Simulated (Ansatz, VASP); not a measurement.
**ZrGaH4: VASP beside Ansatz**

```
Zr Ga H
1.0
     3.54761    0.00000    0.00000
     0.00000    3.54761    0.00000
     0.00000    0.00000    4.21556
Zr Ga H
1 1 4
Direct
  0.50000 0.50000 0.50000
  0.00000 0.00000 0.00000
  0.50000 0.00000 0.25077
  0.00000 0.50000 0.74923
  0.50000 0.00000 0.74923
  0.00000 0.50000 0.25077
```

Alike in both runs: task relaxation of cell and atoms; functional PBE; k mesh 10 × 10 × 10; occupations gaussian, width 0.1 eV; no spin polarisation.

|  | VASP | Ansatz |
| --- | --- | --- |
| version | VASP 6.6.1 | Ansatz 0.2.0 |
| potentials or method | VASP PAW PBE potentials, release 64 (Zr_sv, Ga_d, H) | scalar-relativistic, plane waves, PAW |
| plane-wave cutoff (eV) | 600 | 420 |
| valence electrons in the cell | 29 | 29 |

```csv
,VASP,Ansatz,Ansatz less VASP
"gap on the k mesh at the Fermi level, each at its own relaxed structure (eV)",none,none,-
relaxed volume (Å³/atom),8.86,8.85,-0.016
relaxed cell length with the largest relative difference (Å),4.204,4.200,-0.0042
```

A gap of «none» marks a metal or a gap that the smearing closes.
